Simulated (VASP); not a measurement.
Here is the system:

```xyz
2
Lattice="0.0000 2.7667 2.7667 2.7667 0.0000 2.7667 2.7667 2.7667 0.0000" Properties=species:S:1:pos:R:3 pbc="T T T"
Pb     0.0000     0.0000     0.0000
Se     2.7667     2.7667     2.7667
```

Level of theory: PBEsol GGA, VASP's PBE PAW potentials (set 64) (plane waves; VASP). Run with 500 eV cut-off, 8×8×8 Γ-centred mesh, Gaussian smearing of 0.050 eV, potentials Pb_d Se.

**Question.** Estimate the energy per atom (σ→0), pressure.

**Answer.** 
- energy per atom (σ→0): -3.942 eV/atom
- pressure: 29.93 GPa

The absolute energy has meaning only against runs of the same code, potentials and settings.

The compound is PbSe in the rock salt structure. It was relaxed first under an external pressure of 30 GPa.
